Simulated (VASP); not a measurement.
OSZICAR of a VASP run on Gd (space group P6_3/mmc):

File OSZICAR:
```
       N       E                     dE             d eps       ncg     rms          rms(c)
DAV:   1     0.234991917929E+03    0.23499E+03   -0.10085E+04  3464   0.231E+03
DAV:   2     0.243619171836E+02   -0.21063E+03   -0.19104E+03  3309   0.272E+02
DAV:   3    -0.113380487045E+02   -0.35700E+02   -0.34836E+02  3525   0.112E+02
DAV:   4    -0.186792965642E+02   -0.73412E+01   -0.73045E+01  5485   0.428E+01
DAV:   5    -0.190282445809E+02   -0.34895E+00   -0.34830E+00  4254   0.112E+01    0.561E+01
DAV:   6    -0.287188622247E+02   -0.96906E+01   -0.35485E+01  3559   0.100E+02    0.978E+01
DAV:   7    -0.236220793741E+02    0.50968E+01   -0.16226E+01  3162   0.399E+01    0.324E+01
DAV:   8    -0.231288208229E+02    0.49326E+00   -0.35600E+00  3249   0.288E+01    0.358E+01
DAV:   9    -0.386036307930E+02   -0.15475E+02   -0.61238E+01  3216   0.447E+01    0.114E+02
DAV:  10    -0.299193909649E+02    0.86842E+01   -0.31651E+00  3907   0.146E+01    0.843E+01
DAV:  11    -0.220555690005E+02    0.78638E+01   -0.12356E+01  3709   0.331E+01    0.159E+01
DAV:  12    -0.229963209921E+02   -0.94075E+00   -0.16788E+00  4401   0.865E+00    0.249E+01
DAV:  13    -0.230319096956E+02   -0.35589E-01   -0.11489E-01  4788   0.285E+00    0.250E+01
DAV:  14    -0.230052021553E+02    0.26708E-01   -0.14212E-02  4672   0.807E-01    0.262E+01
DAV:  15    -0.230208429435E+02   -0.15641E-01   -0.70670E-03  3852   0.113E+00    0.234E+01
DAV:  16    -0.231946326256E+02   -0.17379E+00   -0.10857E-01  3713   0.445E+00    0.109E+01
DAV:  17    -0.233185660548E+02   -0.12393E+00   -0.77492E-02  4788   0.408E+00    0.847E+00
DAV:  18    -0.232978529674E+02    0.20713E-01   -0.22881E-02  4770   0.137E+00    0.105E+01
DAV:  19    -0.232828960053E+02    0.14957E-01   -0.34376E-03  4590   0.588E-01    0.969E+00
DAV:  20    -0.232594904582E+02    0.23406E-01   -0.61199E-03  3833   0.994E-01    0.724E+00
DAV:  21    -0.232299527871E+02    0.29538E-01   -0.24488E-02  3927   0.208E+00    0.260E+00
DAV:  22    -0.232240869154E+02    0.58659E-02   -0.11205E-02  4189   0.107E+00    0.186E+00
DAV:  23    -0.232244341993E+02   -0.34728E-03   -0.27029E-03  4867   0.419E-01    0.175E+00
DAV:  24    -0.232230783165E+02    0.13559E-02   -0.16045E-03  4256   0.443E-01    0.105E+00
DAV:  25    -0.232220870726E+02    0.99124E-03   -0.12898E-03  4312   0.489E-01    0.123E+00
DAV:  26    -0.232220739237E+02    0.13149E-04   -0.62727E-04  4495   0.205E-01    0.788E-01
DAV:  27    -0.232219006394E+02    0.17328E-03   -0.26328E-04  4517   0.183E-01    0.283E-01
DAV:  28    -0.232220410253E+02   -0.14039E-03   -0.18729E-04  4358   0.111E-01    0.324E-01
DAV:  29    -0.232220158754E+02    0.25150E-04   -0.38279E-05  4558   0.858E-02    0.272E-01
DAV:  30    -0.232219807016E+02    0.35174E-04   -0.20697E-05  4360   0.543E-02    0.166E-01
DAV:  31    -0.232219121773E+02    0.68524E-04   -0.71620E-05  3569   0.107E-01    0.137E-01
DAV:  32    -0.232218851794E+02    0.26998E-04   -0.59436E-05  4139   0.874E-02    0.587E-02
DAV:  33    -0.232218855056E+02   -0.32628E-06   -0.19468E-05  3727   0.223E-02    0.765E-02
DAV:  34    -0.232218863376E+02   -0.83195E-06   -0.70036E-07  2080   0.643E-03
   1 F= -.23221886E+02 E0= -.23212807E+02  d E =-.181594E-01  mag=    15.2382
```

Task: Which electronic solver shows in the log?

Result: It is blocked Davidson (ALGO = Normal, or the opening steps of other solvers). The INCAR had ALGO = Normal.

Task: How was spin treated?

Result: Collinear spin (ISPIN = 2): the summary line carries one mag value, 15.24 μB in the cell.

Task: Can the final energy be trusted as converged?

Result: Self-consistency was reached. It stopped with EDIFF = 1E-6, NELM = 100 (PBE GGA, plane waves, VASP's PBE PAW potentials (set 64)).  The run has a spin-polarised start.

The structure comes from a computed database's Gd entry; how it stands against other phases isn't given here. The cell was not relaxed at this level, and its volume differs by -5.9 % from the start's.
